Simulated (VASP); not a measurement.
Consider the following.

```
C
1.0
    0.00000     1.76626     1.76626
    1.76626     0.00000     1.76626
    1.76626     1.76626     0.00000
C
2
Direct
  0.00000   0.00000   0.00000
  0.25000   0.25000   0.25000
```

Computed with vdW-DF-cx, VASP's PBE PAW potentials (set 64) (plane waves; VASP). Numerical set-up: 520 eV cut-off, 13×13×13 Γ-centred mesh, Gaussian smearing of 0.050 eV, potentials C.

Task: Give the stress tensor in GPa (positive for a compressed cell).

Result: 
```
14.15   0.00   0.00
 0.00  14.15   0.00
 0.00   0.00  14.15
```
The pressure is its mean diagonal, 14.15 GPa.

The compound is C in the diamond structure. This cell is one point of a volume scan, at 0.97 of the reference volume.
